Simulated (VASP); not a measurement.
Data:

```
CrO2
1.0
    4.44676     0.00000     0.00000
    0.00000     4.44676     0.00000
    0.00000     0.00000     2.92554
Cr O
2 4
Direct
  0.00000   0.00000   0.00000
  0.50000   0.50000   0.50000
  0.30365   0.30365   0.00000
  0.80365   0.19635   0.50000
  0.19635   0.80365   0.50000
  0.69635   0.69635   0.00000
```
Starting moments (μB, in the order of the record's atoms Cr Cr O O O O): 2.1 2.1 -0.1 -0.1 -0.1 -0.1.

Calculation: PBE GGA, VASP's PBE PAW potentials (set 64) (plane waves; VASP 6.6.1). Numerical set-up: 520 eV cut-off, Gaussian smearing of 0.050 eV, potentials Cr_pv O.

Q: Estimate the cell moment, band gap (along the path) with the smallest direct gap where there is one.

A: 
```json
{
 "band gap (along the path)": "none (metal, semimetal or under 0.01 eV)",
 "cell_moment": "4.00 μB"
}
```

The compound is CrO2 in the rutile structure. It was relaxed first.
